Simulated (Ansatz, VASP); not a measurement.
# SiF in VASP and in Ansatz

Contents of INCAR:

```
  PREC = Accurate
  ENCUT = 520
  EDIFF = 1E-6
  ISMEAR = -1
  SIGMA = 0.05
  LREAL = False
  LASPH = True
  NELM = 100
  ALGO = Fast
  ISIF = 2
  LWAVE = False
  LCHARG = False
  GGA = PE
```

KPOINTS

```
Automatic mesh
0
Gamma
  9 9 9
```

POSCAR

```
SiF
1.0
    3.1497440000      0.0000000000      0.0000000000
    0.0000000000      3.1497440000      0.0000000000
    0.0000000000      0.0000000000      3.0286000000
Si F
1 1
Direct
    0.5000000000      0.5000000000      0.5000000000
    0.0000000000      0.0000000000      0.0000000000
```

Contents of input.yaml:

```yaml
crystal:
  lattice:
    - [3.149744, 0.0, 0.0]
    - [0.0, 3.149744, 0.0]
    - [0.0, 0.0, 3.0286]
  atoms:
    - { symbol: Si, position: [0.5, 0.5, 0.5] }
    - { symbol: F, position: [0.0, 0.0, 0.0] }
hamiltonian:
  xc: pbe
  pseudopotentials: { kind: paw }
kpoints:
  mp_grid: { grid: [9, 9, 9] }
scf:
  occupations: { method: fermi_dirac, width: 0.05 }
output:
  forces: true
  stress: true
  eigenvalues: true
  write_density: true
  write_potential: true
  elf: true
  volumetric_format: npy
```

Change from the starting cell: strain = 0.04.

Alike in both runs: task single point; functional PBE; k mesh 9 × 9 × 9; occupations fermi-dirac, width 0.05 eV; no spin polarisation.

|  | VASP | Ansatz |
| --- | --- | --- |
| version | VASP 6.6.1 | Ansatz 0.2.0 |
| potentials or method | VASP PAW PBE potentials, release 64 (Si, F) | Ansatz PAW |
| plane-wave cutoff (eV) | 520 | 420 |
| valence electrons in the cell | 11 | 11 |

|  | VASP | Ansatz | Ansatz less VASP |
| --- | --- | --- | --- |
| gap on the k mesh at the Fermi level (eV) | none | none | - |
| pressure (GPa) | -5.0 | -4.8 | +0.19 |
| largest component of the traceless stress (GPa) | 4.65 | 4.66 | +0.017 |

A gap of «none» marks a metal or a gap that the smearing closes.

Caveats: an odd number of electrons without spin polarisation forces a metal; a magnetic or distorted state may lie lower; the pressure holds a Pulay correction of +0.4 GPa for the finite cutoff (Ansatz).
